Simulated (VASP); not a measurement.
Data:

```yaml
crystal:
  lattice:
    - [0.00000, 2.86693, 2.86693]
    - [2.86693, 0.00000, 2.86693]
    - [2.86693, 2.86693, 0.00000]
  atoms:
    - { symbol: Ga, position: [0.00000, 0.00000, 0.00000] }
    - { symbol: As, position: [0.25000, 0.25000, 0.25000] }
```

Computed with revPBE GGA, VASP's PBE PAW potentials (set 64) (plane waves; VASP). Numerical set-up: 520 eV cut-off, 8×8×8 Γ-centred mesh, Gaussian smearing of 0.050 eV, potentials Ga_d As.

Task: Give the stress tensor in GPa (positive for a compressed cell).

Result: 
```
1.82  0.00  0.00
0.00  1.82  0.00
0.00  0.00  1.82
```
The pressure is its mean diagonal, 1.82 GPa.

The compound is GaAs in the zinc blende structure. This cell is one point of a volume scan, at 0.97 of the reference volume.
